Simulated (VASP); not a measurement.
OSZICAR of a VASP run on Al$_{2}$O$_{3}$ (space group R-3c):

**OSZICAR**
```
       N       E                     dE             d eps       ncg     rms          rms(c)
DAV:   1     0.205858990875E+03    0.20586E+03   -0.20306E+04  7928   0.508E+02
DAV:   2    -0.759525357632E+02   -0.28181E+03   -0.26903E+03  9636   0.167E+02
DAV:   3    -0.858326922124E+02   -0.98802E+01   -0.97753E+01  9320   0.258E+01
DAV:   4    -0.859048345820E+02   -0.72142E-01   -0.72123E-01  9200   0.239E+00
DAV:   5    -0.859057716404E+02   -0.93706E-03   -0.93702E-03  9440   0.267E-01    0.165E+01
DAV:   6    -0.787316206151E+02    0.71742E+01   -0.46695E+00  8736   0.102E+01    0.554E+00
DAV:   7    -0.786997810973E+02    0.31840E-01   -0.57020E-01  9536   0.207E+00    0.335E+00
DAV:   8    -0.786651234842E+02    0.34658E-01   -0.76894E-02  9136   0.101E+00    0.470E-01
DAV:   9    -0.786636906458E+02    0.14328E-02   -0.28352E-03 10184   0.238E-01    0.306E-01
DAV:  10    -0.786642811052E+02   -0.59046E-03   -0.86620E-04  9064   0.756E-02    0.917E-02
DAV:  11    -0.786642117946E+02    0.69311E-04   -0.10942E-04  9376   0.384E-02    0.272E-02
DAV:  12    -0.786642121772E+02   -0.38263E-06   -0.53113E-06  8984   0.683E-03    0.495E-03
DAV:  13    -0.786642116887E+02    0.48846E-06   -0.26309E-07  9688   0.184E-03    0.221E-03
DAV:  14    -0.786642114953E+02    0.19342E-06   -0.62847E-08  7896   0.786E-04    0.633E-04
DAV:  15    -0.786642115277E+02   -0.32328E-07   -0.36602E-09  5080   0.188E-04
   1 F= -.78664212E+02 E0= -.78664212E+02  d E =-.102689E-38
 imaginary and real dielectric function
```

### Question
Which electronic solver shows in the log?

### Answer
It is blocked Davidson (ALGO = Normal, or the opening steps of other solvers). The INCAR had ALGO = Normal.

### Question
Can the final energy be trusted as converged?

### Answer
Self-consistency was reached. It stopped with EDIFF = 1E-7, NELM = 100 (PBEsol GGA, plane waves, VASP's PBE PAW potentials (set 64)).

The structure comes from a computed database's Al2O3 entry (R-3c); how it stands against other phases isn't given here. It was relaxed first.
